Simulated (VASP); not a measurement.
Input for VASP

### INCAR
```
ALGO = Normal
EDIFF = 1E-7
EDIFFG = -0.01
ENCUT = 520
GGA = RE
IBRION = 2
ISIF = 4
ISMEAR = 1
LASPH = .True.
LCHARG = .False.
LMAXMIX = 4
LREAL = .False.
LWAVE = .False.
NELM = 100
NSW = 30
PREC = Accurate
SIGMA = 0.1
SYSTEM = MoSi2
```

POSCAR:
```
MoSi2
1.0
 -1.6133930258   1.6133930258   3.9473611040
  1.6133930258  -1.6133930258   3.9473611040
  1.6133930258   1.6133930258  -3.9473611040
Si Mo
2 1
Cart
  0.0000000000  -0.0000000000   5.2497526759
  0.0000000000  -0.0000000000   2.6449695321
  0.0000000000   0.0000000000   0.0000000000
```

### KPOINTS
```
K-points
0
gamma
  13 13 13
0 0 0
```

POTCAR, in this order: Si Mo_sv (PBE.64 set). Program: vasp_std.

Task: Translate this revPBE calculation to Quantum ESPRESSO's pw.x.

Result: One equivalent input (not run):
```
&CONTROL
  calculation = 'vc-relax'
  pseudo_dir = './pseudo'
  outdir = './out'
  tprnfor = .true.
  tstress = .true.
  nstep = 30
  forc_conv_thr = 0.00039
/
&SYSTEM
  ibrav = 0
  nat = 3
  ntyp = 2
  ecutwfc = 80
  occupations = 'smearing'
  smearing = 'methfessel-paxton'
  degauss = 0.00735
  input_dft = 'revpbe'
/
&ELECTRONS
  conv_thr = 7.3e-09
  electron_maxstep = 100
/
&IONS
/
&CELL
  cell_dofree = 'shape'
/
ATOMIC_SPECIES
  Si 28.085 Si.upf
  Mo 95.950 Mo.upf
CELL_PARAMETERS angstrom
    -1.6133930    1.6133930    3.9473611
     1.6133930   -1.6133930    3.9473611
     1.6133930    1.6133930   -3.9473611
ATOMIC_POSITIONS crystal
  Si   0.6649699  0.6649699  0.0000000
  Si   0.3350301  0.3350301  0.0000000
  Mo   0.0000000  0.0000000  0.0000000
K_POINTS automatic
  13 13 13 0 0 0
```
Limits of the translation: the potentials are each code's own (VASP's PAW set, PseudoDojo norm-conserving files in pw.x), so ENCUT and ecutwfc are chosen apart and not converted; conv_thr bounds pw.x's estimated SCF error, while EDIFF bounds the energy change between steps; forc_conv_thr acts on force components and is met together with etot_conv_thr.

The compound is MoSi2 in the MoSi2 type structure. It was relaxed first.
